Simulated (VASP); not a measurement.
A run of VASP 6.6.1:

File INCAR:

```
SYSTEM = Zn4As3
PREC = Accurate ; ENCUT = 520
EDIFF = 1E-6 ; ISMEAR = 0
SIGMA = 0.1 ; LREAL = .False.
LASPH = .True. ; NELM = 100
ALGO = Fast ; ISIF = 2
LWAVE = .False. ; LCHARG = .False.
GGA = PE ; NBANDS = 40
```

File KPOINTS:

```
regular mesh
0
Gamma
  8 8 8
  0 0 0
```

POSCAR

```
Zn4As3
1.0
    5.2231110008      0.0000000000      0.0000000000
    0.0000000000      5.2231110008      0.0000000000
    0.0000000000      0.0000000000      5.2231110008
Zn As
4 3
Direct
    0.5000000000      0.0000000000      0.0000000000
    0.0000000000      0.5000000000      0.0000000000
    0.0000000000      0.0000000000      0.5000000000
    0.5000000000      0.5000000000      0.5000000000
    0.0000000000      0.5000000000      0.5000000000
    0.5000000000      0.0000000000      0.5000000000
    0.5000000000      0.5000000000      0.0000000000
```

Potentials or basis: VASP PAW PBE potentials, release 64 (Zn, As).

Run with:

```sh
$ cat potpaw_PBE.64/Zn/POTCAR potpaw_PBE.64/As/POTCAR > POTCAR
$ mpirun -np 1 vasp_std > vasp.out
```

Hardware: 1 thread of Intel(R) Xeon(R) Platinum 8488C (Sapphire Rapids), on a shared host.

Q: How long does it take, and how much memory?

A: Run time: 120 s on 1 thread of Intel(R) Xeon(R) Platinum 8488C (Sapphire Rapids), on a shared host, peak memory 0.34 GiB. Counts: scf iterations 14, k points 35.
